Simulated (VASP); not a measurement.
**Be3ZnSe4 (ordered alloy cell): computed properties**

All values below come from PBEsol GGA, VASP's PBE PAW potentials (set 64) (plane waves; VASP).

For Be₃ZnSe₄, the space group is R3m (160) and the cell is a = 3.718 Å, b = 3.718 Å, c = 36.590 Å, α = 90.00°, β = 90.00°, γ = 120.00°. The volume per atom comes out as 18.25 Å³/atom and the band gap (over mesh and band path) is 2.03 eV. The smallest direct gap (over mesh and band path) is 2.76 eV and the band-edge character comes out as indirect, Γ to F. The density is 4.64 g/cm³.

```xyz
8
Lattice="0.0000 2.6290 2.6290 2.6290 0.0000 2.6290 10.5471 10.5471 -0.0310" Properties=species:S:1:pos:R:3 pbc="T T T"
Zn    10.5237    10.5237    -0.0076
Se     1.4296     1.4296     1.1995
Se     3.9894     3.9894     1.2687
Se     6.5610     6.5610     1.3261
Se     9.1271     9.1271     1.3890
Be     5.3346     5.3346     5.1815
Be     5.2725     5.2725    -0.0144
Be     7.8455     7.8455     0.0416
```

The structure was generated: Be3ZnSe4 was put into an ordered model structure (R3m), which need not be its known phase. It was relaxed first. Symmetry was kept, so distortions that lower it aren't found.
